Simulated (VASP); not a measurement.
Here is the system:

```
CELL_PARAMETERS angstrom
      3.38860    -1.92278    -0.00136
      3.38860     1.92278    -0.00136
     -2.23298     0.00000     4.49562
ATOMIC_POSITIONS crystal
  Mg 0.50000 0.50000 0.50000
  S  0.91898 0.91898 0.76930
  S  0.08102 0.08102 0.23070
```

Level of theory: LDA (Ceperley-Alder, Perdew-Zunger), VASP's LDA PAW potentials (set 64) (plane waves; VASP 6.6.1). Run with 400 eV cut-off, Gaussian smearing of 0.050 eV, potentials Mg S.

### Question
Give the energies of bands 3 to 10 at the high-symmetry points, in eV from the valence-band maximum.

### Answer

| band | Γ | C | Y2 | M2 | D | A | V2 |
|---|---|---|---|---|---|---|---|
| 3 | -6.91 | -5.54 | -5.29 | -6.01 | -5.61 | -3.59 | -5.86 |
| 4 | -2.54 | -4.79 | -4.77 | -5.64 | -4.83 | -3.00 | -5.53 |
| 5 | -2.43 | -4.31 | -3.69 | -2.75 | -3.92 | -2.96 | -2.84 |
| 6 | -1.00 | -2.36 | -2.79 | -1.86 | -2.88 | -0.21 | -1.98 |
| 7 | -0.98 | -1.51 | 0.00 | -1.55 | -1.01 | -0.01 | -1.63 |
| 8 | 2.85 | 2.46 | 1.67 | 2.41 | 2.49 | 0.95 | 2.16 |
| 9 | 2.94 | 5.34 | 3.04 | 3.73 | 5.50 | 2.29 | 3.74 |
| 10 | 6.46 | 6.17 | 6.53 | 4.57 | 6.19 | 5.58 | 4.43 |

The gap is indirect, 0.95 eV, from the valence maximum at Y2 to the conduction minimum at A.

The structure comes from a computed database's MgS2 entry (C2/m); how it stands against other phases isn't given here. It was relaxed first.
